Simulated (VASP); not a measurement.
```xyz
2
Lattice="2.8293 0.0000 0.0000 0.0000 2.7843 0.0000 0.0000 0.0000 3.9676" Properties=species:S:1:pos:R:3 pbc="T T T"
Ti     0.0000     0.0000     0.0000
Al     1.4832     1.3921     1.9838
```

The numbers are results of PBE GGA, VASP's PBE PAW potentials (set 64) (plane waves; VASP), not measurements. Settings: 400 eV cut-off, 14×14×9 Γ-centred mesh, first-order Methfessel-Paxton smearing of 0.10 eV, potentials Ti_sv Al.

Task: Which forces act on the atoms, in eV/Å?

Result: 
```csv
atom,Fx,Fy,Fz
Ti1,0.347,0.000,0.000
Al2,-0.347,0.000,0.000
```

Task: Give the stress tensor in GPa (positive for a compressed cell).

Result: 
```
2.37  0.00  0.00
0.00  5.05  0.00
0.00  0.00  5.68
```
The pressure is its mean diagonal, 4.36 GPa.

The compound is TiAl in the L1_0 structure. The cell was not relaxed at this level, atoms are displaced from their ideal sites. The run is one of a series of settings (KPOINTS 14×14×9 Γ-centred mesh against the base run), some of them coarse on purpose. The electron count is odd and the run is not spin-polarised, which forces a metal.
